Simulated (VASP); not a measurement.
# Si16CO: single point with PBE

Si16CO, a slab with vacuum:

```
Si C O
1.0
     7.73541    0.00000    0.00000
     0.00000    7.73541    0.00000
     0.00000    0.00000   22.11192
Si C O
16 1 1
Cartesian
  0.0000 1.9339 4.0000
  0.0000 5.8016 4.0000
  3.8677 1.9339 4.0000
  3.8677 5.8016 4.0000
  0.0000 0.0000 5.3674
  0.0000 3.8677 5.3674
  3.8677 0.0000 5.3674
  3.8677 3.8677 5.3674
  1.9339 0.0000 6.7707
  1.9339 3.8677 6.7707
  5.8016 0.0000 6.7707
  5.8016 3.8677 6.7707
  1.9339 1.9339 8.1119
  1.9339 5.8016 8.1119
  5.8016 1.9339 8.1119
  5.8016 5.8016 8.1119
  3.8677 5.8016 7.2019
  4.6600 6.5939 7.5022
```

```yaml
Program: VASP 6.6.1
Task: single point
Functional: PBE
Potentials_or_basis: VASP PAW PBE potentials, release 64 (Si, C, O)
Cutoff: 520 eV
k_mesh: 4 × 4 × 1
Occupations: gaussian, width 0.05 eV
Spin: no spin polarisation
Dipole_correction: yes
Further_INCAR_settings: LREAL = Auto; ALGO = Fast; EDIFF = 1e-07; NBANDS = 52
```

| Item | Value |
| --- | --- |
| Largest force | 14.828 eV/Å |
| Band gap on the k mesh | none (metal or under the smearing width) |

Forces in eV/Å, atoms in the order of the input:
```
Si   -0.200   0.020   0.229
Si    0.090  -0.088   0.222
Si    0.161  -0.068  -0.024
Si    0.083   0.120   0.543
Si    0.280  -0.080  -0.375
Si    0.149  -0.049  -0.356
Si   -0.165   1.007  -1.538
Si   -0.119   0.043   0.079
Si   -0.281   0.422  -0.202
Si   -0.544  -0.547  -0.242
Si    2.142   2.900  -2.259
Si   -0.115  -0.767  -0.468
Si   -0.013   0.018   0.061
Si    1.603  -0.362  -0.428
Si   -0.079   0.065   0.554
Si    9.181  -5.491   5.340
C   -11.691  -8.710  -2.709
O    -0.481  11.565   1.573
```

Levels at points of the mesh, in eV from the Fermi level:
```csv
k point,band 33,band 34,band 35,band 36,band 37,band 38,band 39,band 40,band 41,band 42
"(0.00, 0.00, 0.00)",-0.91,-0.80,-0.42,-0.13,-0.02,0.12,0.31,0.59,0.86,1.00
"(0.50, 0.00, 0.00)",-0.77,-0.71,-0.60,-0.31,0.05,0.38,0.55,0.83,0.88,0.97
"(0.00, 0.50, 0.00)",-0.66,-0.59,-0.47,-0.35,-0.18,-0.12,-0.05,0.02,0.66,1.07
"(0.50, 0.50, 0.00)",-0.52,-0.44,-0.38,-0.35,-0.10,0.25,0.36,0.57,0.61,0.72
```

It took 11 min on 1 thread of Intel(R) Xeon(R) 6975P-C (Granite Rapids), with other jobs on the host, peak memory 1.4 GiB.

Caveat: the standard files for N, O and F lose accuracy on very short bonds.
